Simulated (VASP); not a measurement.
Here is the system:

```xyz
2
Lattice="0.0000 2.6399 2.6399 2.6399 0.0000 2.6399 2.6399 2.6399 0.0000" Properties=species:S:1:pos:R:3 pbc="T T T"
Nb     0.0000     0.0000     0.0000
Al     2.6399     2.6399     2.6399
```

Method: PBE GGA, VASP's PBE PAW potentials (set 64) (plane waves; VASP). Settings: 400 eV cut-off, 13×13×13 Γ-centred mesh, tetrahedra with Blöchl corrections, potentials Nb_sv Al.

Predict the energy per atom (σ→0), band gap (on the k-mesh) with the smallest direct gap where there is one.

| Item | Value |
|---|---|
| band gap (on the k-mesh) | none (metal, semimetal or under 0.01 eV) |
| energy per atom (σ→0) | -6.727 eV/atom |

The absolute energy has meaning only against runs of the same code, potentials and settings.

The structure was generated: NbAl was put into the rock salt type (Fm-3m), which need not be its known phase. It was relaxed first, which changed the volume by -37 %.
